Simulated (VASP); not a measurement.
Data:

```xyz
2
Lattice="3.1492 0.0000 0.0000 0.0000 3.1492 0.0000 0.0000 0.0000 3.1492" Properties=species:S:1:pos:R:3 pbc="T T T"
Zn     1.5746     1.5746     1.5746
Au     0.0000     0.0000     0.0000
```

Computed with MS2 meta-GGA, VASP's PBE PAW potentials (set 64) (plane waves; VASP). Run with 520 eV cut-off, 12×12×12 Γ-centred mesh, first-order Methfessel-Paxton smearing of 0.10 eV, potentials Zn Au.

Unless said otherwise, spin-orbit coupling is left out, though it shifts the bands of the heavy elements here.

Task: Predict the energy per atom (σ→0), pressure, band gap (on the k-mesh) with the smallest direct gap where there is one.

Result: 
The band gap (on the k-mesh) is none (metal, semimetal or under 0.01 eV). The energy per atom (σ→0) is 6.122 eV/atom and the pressure comes out as -4.66 GPa.

The absolute energy has meaning only against runs of the same code, potentials and settings.

The compound is AuZn in the CsCl type structure. This cell is one point of a volume scan, at 1.03 of the reference volume. The electron count is odd and the run is not spin-polarised, which forces a metal.
